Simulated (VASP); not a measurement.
Here is a VASP 6.6.1 calculation.

File INCAR:

```
SYSTEM = LiMo3
ALGO = Normal
EDIFF = 1E-6
ENCUT = 520
GGA = PE
ISIF = 2
ISMEAR = 0
LASPH = .TRUE.
LCHARG = .FALSE.
LREAL = .FALSE.
LWAVE = .FALSE.
NBANDS = 30
NELM = 100
PREC = Accurate
SIGMA = 0.1
```

File KPOINTS:

```
k-points
0
G
  6 6 6
  0 0 0
```

Contents of POSCAR:

```
LiMo3
1.0
    5.3230355121      0.0000000000      0.0000000000
   -2.6615177560      4.6098839788      0.0000000000
    0.0000000000      0.0000000000      2.5630936933
Li Mo
1 3
Direct
    0.0000000000      0.0000000000      0.5000000000
    0.5000000000      0.0000000000      0.0000000000
    0.5000000000      0.5000000000      0.0000000000
    0.0000000000      0.5000000000      0.0000000000
```

Potentials or basis: VASP PAW PBE potentials, release 64 (Li_sv, Mo_sv).

The run is started by

```sh
$ cat potpaw_PBE.64/Li_sv/POTCAR potpaw_PBE.64/Mo_sv/POTCAR > POTCAR
$ mpirun -np 1 vasp_std > vasp.out
```

Q: What does it give for the band gap on the k mesh?

A: None (metal or under the smearing width).

Caveat: the k mesh is coarse (spacing up to 0.41 Å⁻¹), so the values aren't converged.
